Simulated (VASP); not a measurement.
Consider the following.

```xyz
2
Lattice="2.5718 0.0000 0.0000 0.0000 2.5718 0.0000 0.0000 0.0000 2.5718" Properties=species:S:1:pos:R:3 pbc="T T T"
Be     0.0000     0.0000     0.0000
Co     1.2859     1.2859     1.2859
```

Method: PBEsol GGA, VASP's PBE PAW potentials (set 64) (plane waves; VASP). Numerical set-up: 300 eV cut-off, 9×9×9 Γ-centred mesh, Fermi-Dirac smearing of 0.10 eV, potentials Be Co.

The run has a spin-polarised start.

Question: Give the spin-up energies of bands 1 to 7 at the high-symmetry points, in eV from the Fermi level.

Answer: 
```json
[
 {"band": "1", "Γ": "-9.72", "X": "-6.13", "M": "-4.38", "R": "-4.10"},
 {"band": "2", "Γ": "-2.88", "X": "-4.17", "M": "-2.47", "R": "-4.10"},
 {"band": "3", "Γ": "-2.88", "X": "-2.37", "M": "-1.34", "R": "-4.10"},
 {"band": "4", "Γ": "-0.19", "X": "-1.43", "M": "-1.34", "R": "0.59"},
 {"band": "5", "Γ": "-0.19", "X": "-1.43", "M": "-0.96", "R": "0.59"},
 {"band": "6", "Γ": "-0.19", "X": "-0.08", "M": "-0.96", "R": "6.82"},
 {"band": "7", "Γ": "7.86", "X": "1.36", "M": "0.54", "R": "6.82"}
]
```

Question: Give the spin-down energies of bands 1 to 7 at the high-symmetry points, in eV from the Fermi level.

Answer: 
```tsv
band	Γ	X	M	R
1	-9.70	-6.08	-4.19	-3.90
2	-2.68	-4.17	-2.28	-3.90
3	-2.68	-2.16	-1.34	-3.90
4	0.18	-1.12	-1.34	0.86
5	0.18	-1.12	-0.62	0.86
6	0.18	0.29	-0.62	6.87
7	7.86	1.59	0.81	6.87
```

It has no gap at this level: it comes out as a metal or semimetal.

The structure comes from a computed database's BeCo entry (Pm-3m); how it stands against other phases isn't given here. The cell was not relaxed at this level.
